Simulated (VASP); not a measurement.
Given:

Space group Im-3m (No. 229); a = 2.9769 Å, b = 2.9769 Å, c = 2.9769 Å, α = 90.00°, β = 90.00°, γ = 90.00°

```json
[
 {"atom": "V", "site": "2a", "symmetry": "m-3m", "x": "0.0000", "y": "0.0000", "z": "0.0000"}
]
```
(The calculation used a cell of 1 atom; values per cell refer to that cell.)

Method: TPSS meta-GGA, VASP's PBE PAW potentials (set 64) (plane waves; VASP). Settings: 520 eV cut-off, 17×17×17 Γ-centred mesh, first-order Methfessel-Paxton smearing of 0.10 eV, potentials V_sv.

Task: Give the energy at these volumes per atom, relative to the lowest: 12.33, 12.73, 13.12, 13.52, 13.91 Å³.

Result: 36.5, 10.0, 0.0, 4.4, 21.4 meV/atom. A third-order Birch-Murnaghan fit gives B0 = 191 GPa and B0′ = 3.5.

Measured: bulk modulus 161 GPa at 0 K (computed value off by +18.9 %), as given by H. Levämäki et al., Physical Review B (2014), arXiv:1402.3671 [corrected for temperature and zero-point phonon effects]; a 3.021 Å at 0 K (computed value off by -1.5 %), as given by Daniel Mejia-Rodriguez et al., Physical Review B (2018), arXiv:1807.09216 [static lattice: zero-point anharmonic expansion removed].

The compound is V in the bcc structure. It was relaxed first, which changed the volume by -5 %. The run is not spin-polarised, so no magnetic state was tried.
